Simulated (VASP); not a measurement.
Input:

```xyz
3
Lattice="0.0000 3.2913 3.2913 3.2913 0.0000 3.2913 3.2913 3.2913 0.0000" Properties=species:S:1:pos:R:3 pbc="T T T"
Na     1.6456     1.6456     1.6456
Na     4.9369     4.9369     4.9369
S      0.0000     0.0000     0.0000
```

All values below come from TPSS meta-GGA, VASP's PBE PAW potentials (set 64) (plane waves; VASP 6.6.1). Run with 520 eV cut-off, 7×7×7 Γ-centred mesh, tetrahedra with Blöchl corrections, potentials Na_pv S.

### Question
Give the energies of bands 8 to 13 at the high-symmetry points, in eV from the valence-band maximum.

### Answer

```
band     Γ      X      U      L      W
----  ----  -----  -----  -----  -----
8     0.00  -1.42  -1.19  -1.60  -0.98
9     0.00  -0.45  -0.90  -0.13  -0.98
10    0.00  -0.45  -0.34  -0.13  -0.57
11    2.65   3.92   4.62   5.04   4.87
12    7.97   6.28   6.66   6.48   7.47
13    7.97   8.68   8.10   7.34   7.47
```

The gap is direct, 2.65 eV, from the valence maximum at Γ to the conduction minimum at Γ.

The compound is Na2S in the antifluorite structure. It was relaxed first.
